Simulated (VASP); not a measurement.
OSZICAR of a VASP run on CsPbBr3 (space group Pm-3m):

**OSZICAR**
```
       N       E                     dE             d eps       ncg     rms          rms(c)
DAV:   1     0.322569526279E+03    0.32257E+03   -0.14273E+04  1828   0.985E+02
DAV:   2     0.154507756504E+02   -0.30712E+03   -0.30194E+03  2422   0.282E+02
DAV:   3    -0.155552294044E+02   -0.31006E+02   -0.30921E+02  2080   0.102E+02
DAV:   4    -0.164861700833E+02   -0.93094E+00   -0.92930E+00  2442   0.246E+01
DAV:   5    -0.165110611708E+02   -0.24891E-01   -0.24871E-01  2268   0.282E+00    0.406E+00
DAV:   6    -0.159281385755E+02    0.58292E+00   -0.11131E+00  2820   0.103E+01    0.237E+00
DAV:   7    -0.158769000698E+02    0.51239E-01   -0.53700E-01  2710   0.405E+00    0.103E+00
DAV:   8    -0.158870018576E+02   -0.10102E-01   -0.65838E-02  2278   0.213E+00    0.180E-01
DAV:   9    -0.158864439830E+02    0.55787E-03   -0.10937E-02  2616   0.803E-01    0.105E-01
DAV:  10    -0.158868350017E+02   -0.39102E-03   -0.11005E-03  2070   0.190E-01    0.383E-02
DAV:  11    -0.158869096451E+02   -0.74643E-04   -0.17144E-04  2114   0.104E-01    0.780E-03
DAV:  12    -0.158869105623E+02   -0.91719E-06   -0.26381E-05  2594   0.510E-02    0.629E-03
DAV:  13    -0.158869103632E+02    0.19909E-06   -0.37518E-06  2066   0.145E-02
   1 F= -.15886910E+02 E0= -.15886910E+02  d E =-.634528E-52
```

### Question
Which electronic solver shows in the log?

### Answer
It is blocked Davidson (ALGO = Normal, or the opening steps of other solvers). The INCAR had ALGO = Normal.

### Question
Can the final energy be trusted as converged?

### Answer
The calculation finished and met its thresholds. It stopped with EDIFF = 1E-6, NELM = 100 (PBE GGA, plane waves, VASP's PBE PAW potentials (set 64)).

The structure comes from a computed database's CsPbBr3 entry; how it stands against other phases isn't given here. The cell was not relaxed at this level. The run is one of a series of settings (KPOINTS 9×9×9 Γ-centred mesh against the base run), some of them coarse on purpose.
